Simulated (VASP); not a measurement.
NaF (rock salt): the band gap from VASP (plane waves, PAW) at several levels of theory. Gaps are without spin-orbit coupling. Each level names its cell: its own relaxed one, PBE's, or the starting one. A gap is the smallest over the k-mesh and a band path; hybrids may have named points in place of the path, and GW has the mesh alone. mBJ is a potential without an energy functional, so only the levels count. The mesh is coarse and the basis finite, so the quasiparticle values are not converged.

```csv
level,band gap (eV),error against measurement (eV)
LDA (own cell),6.43,-5.27
PBE (own cell),6.10,-5.60
PBEsol (starting cell),6.17,-5.53
RPBE (own cell),6.05,-5.65
AM05 (own cell),6.24,-5.46
PBE-D3(BJ) (own cell),6.32,-5.38
PBE-D4 (own cell),6.17,-5.53
optB88-vdW (own cell),6.39,-5.31
rev-vdW-DF2 (own cell),6.26,-5.44
revTPSS (own cell),6.50,-5.20
r2SCAN+rVV10 (own cell),7.41,-4.29
mBJ (TB09) (PBE cell),10.91,-0.79
HSE06 (PBE cell),8.26,-3.44
Hartree-Fock (PBE cell),18.01,+6.31
G0W0@PBE (starting cell),10.74,-0.96
evGW0@PBE (starting cell),11.54,-0.16
```

Measured: 11.70 eV (as given by David Koller et al., Journal of Physics Condensed Matter (2013), arXiv:1304.4470).

The cell of the LDA (own cell) run:

```yaml
crystal:
  lattice:
    - [0.00000, 2.25223, 2.25223]
    - [2.25223, 0.00000, 2.25223]
    - [2.25223, 2.25223, 0.00000]
  atoms:
    - { symbol: Na, position: [0.00000, 0.00000, 0.00000] }
    - { symbol: F, position: [0.50000, 0.50000, 0.50000] }
```

Only levels that ran to the end are used. Left out are those held back, those with too coarse a band path, GW runs whose mesh misses a band edge, hybrids' fits of cells that aren't cubic and levels without matching references; a question may draw on a part of the rest.

The compound is NaF in the rock salt structure.
